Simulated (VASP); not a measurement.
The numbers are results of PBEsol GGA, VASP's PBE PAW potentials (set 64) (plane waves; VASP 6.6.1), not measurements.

The input files of a VASP run:

### POSCAR
```
SrAg3Pd2
1
    5.5485800000     0.0000000000     0.0000000000
   -2.7742900000     4.8052110000     0.0000000000
    0.0000000000     0.0000000000     4.5561600000
Sr Ag Pd
1 3 2
Direct
  0.0000000000   0.0000000000   0.0000000000
  0.5000000000   0.0000000000   0.5000000000
  0.5000000000   0.5000000000   0.5000000000
  0.0000000000   0.5000000000   0.5000000000
  0.3333330000   0.6666670000   0.0000000000
  0.6666670000   0.3333330000   0.0000000000
```

File KPOINTS:
```
K-points
0
Gamma
  6 6 6
0 0 0
```

### INCAR
```
ENCUT = 300   # plane-wave cut-off (eV)
LCHARG = F
LASPH = T   # aspherical one-centre terms
PREC = Accurate
EDIFF = 1E-6   # SCF stop (eV)
ALGO = Normal   # blocked Davidson
ISIF = 3
ISMEAR = 0   # Gaussian
NSW = 50   # most ionic steps
EDIFFG = -0.01
IBRION = 2   # conjugate gradients
LMAXMIX = 4   # l cut-off of mixed one-centre charges
LWAVE = F
SYSTEM = SrAg3Pd2
GGA = PS   # PBEsol
SIGMA = 0.2
NELM = 100
LREAL = F   # projection in real space or not
```

POTCAR, in this order: Sr_sv Ag Pd (PBE.64 set). Program: vasp_std.

Question: What will the output report for the number of irreducible k-points (NKPTS), largest plane-wave count, number of space-group operations, FFT grid (NGX, NGY, NGZ)?

Answer: 
```json
{
  "number of irreducible k-points (NKPTS)": "28",
  "largest_plane_wave_count": "1452",
  "number_of_space_group_operations": "24",
  "FFT grid (NGX, NGY, NGZ)": "32 × 32 × 28"
}
```

The structure comes from a computed database's SrAg3Pd2 entry (P6/mmm); how it stands against other phases isn't given here. This run relaxes it. Symmetry was kept, so distortions that lower it aren't found. The run is one of a series of settings (EDIFFG = -0.01, IBRION = 2, ISIF = 3, NSW = 50 against the base run), some of them coarse on purpose. The electron count is odd and the run is not spin-polarised, which forces a metal.
